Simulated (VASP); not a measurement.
W:

```
CELL_PARAMETERS angstrom
-1.58234 1.58234 1.58234
1.58234 -1.58234 1.58234
1.58234 1.58234 -1.58234
ATOMIC_POSITIONS crystal
W 0.00000 0.00000 0.00000
```

- Program: VASP 6.6.1
- Task: relaxation of cell and atoms
- Functional: RPBE
- Potentials or basis: VASP PAW PBE potentials, release 64 (W_sv)
- Cutoff: 600 eV
- k mesh: 16 × 16 × 16
- Occupations: methfessel-paxton, width 0.1 eV
- Spin: no spin polarisation

At the start: pressure 9.7 GPa; volume 15.85 Å³/atom.

Problem. Where does the relaxation end?

Solution. Over 4 steps the energy falls by 14.9 meV/atom and the volume is 16.35 Å³/atom (+3.2 %); space group Im-3m (No. 229, to 0.05 Å).

The path:
```csv
step,energy change (eV),largest force (eV/Å),pressure (GPa),volume (Å³)
1,0.0000,0.0000,9.71,15.85
2,0.1351,0.0000,-24.47,18.15
3,-0.0148,0.0000,-0.42,16.38
4,-0.0149,0.0000,-0.03,16.35
```

Final structure:
```yaml
crystal:
  lattice:
    - [-1.59905, 1.59905, 1.59905]
    - [1.59905, -1.59905, 1.59905]
    - [1.59905, 1.59905, -1.59905]
  atoms:
    - { symbol: W, position: [0.00000, 0.00000, 0.00000] }
```

Caveat: the PAW data sets were made with another functional, which shifts forces and pressure a little.
